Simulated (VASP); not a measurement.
Method: PBE GGA with D4 dispersion, VASP's PBE PAW potentials (set 64) (plane waves; VASP).

Input for VASP

File KPOINTS:
```
kpoints
0
Gamma
6 6 4
0 0 0
```

POSCAR:
```
Te
1.0
  2.1997588690  -3.8100938482   0.0000000000
  2.1997588690   3.8100938482   0.0000000000
  0.0000000000   0.0000000000   6.1034979254
Te
3
Direct
  1.0000000000   0.2820795452   0.6666670000
  0.7179204548   0.7179204548   1.0000000000
  0.2820795452   1.0000000000   0.3333330000
```

INCAR:
```
IBRION  =  2   # conjugate gradients
NELM  =  100
ISIF  =  4   # ions and shape, fixed volume
IVDW  =  13   # D4
LREAL  =  .FALSE.   # projection in real space or not
PREC  =  Accurate
EDIFF  =  1E-7   # SCF stop (eV)
ISMEAR  =  0
ALGO  =  Normal   # blocked Davidson
GGA  =  PE
EDIFFG  =  -0.01   # ionic stop
LASPH  =  .TRUE.
SYSTEM  =  Te
LMAXMIX  =  4   # l cut-off of mixed one-centre charges
LCHARG  =  .FALSE.
NSW  =  30
SIGMA  =  0.05
LWAVE  =  .FALSE.
ENCUT  =  520
```

POTCAR, in this order: Te (PBE.64 set). Program: vasp_std.

Unless said otherwise, spin-orbit coupling is left out, though it shifts the bands of the heavy elements here.

Predict the energy per atom (σ→0), dispersion energy, band gap (on the k-mesh).

The energy per atom (σ→0) comes out as -3.611 eV/atom, the dispersion energy is -1.414 eV and the band gap (on the k-mesh) comes out as 0.15 eV.

File OSZICAR:
```
...
       N       E                     dE             d eps       ncg     rms          rms(c)
DAV:   1    -0.942058474492E+01   -0.13086E-03   -0.95890E-03   624   0.575E-01    0.490E-02
DAV:   2    -0.942059803534E+01   -0.13290E-04   -0.41025E-04   699   0.125E-01    0.238E-02
DAV:   3    -0.942059130454E+01    0.67308E-05   -0.15768E-05   704   0.280E-02    0.939E-03
DAV:   4    -0.942059162177E+01   -0.31723E-06   -0.39009E-06   720   0.123E-02    0.261E-03
DAV:   5    -0.942059178375E+01   -0.16198E-06   -0.27648E-07   582   0.331E-03    0.222E-03
DAV:   6    -0.942059185531E+01   -0.71565E-07   -0.26069E-08   312   0.130E-03
   7 F= -.10834161E+02 E0= -.10834100E+02  d E =-.422360E-03
```

The compound is Te in the trig structure. This cell is one point of a volume scan, at 1.06 of the reference volume. Symmetry was kept, so distortions that lower it aren't found.
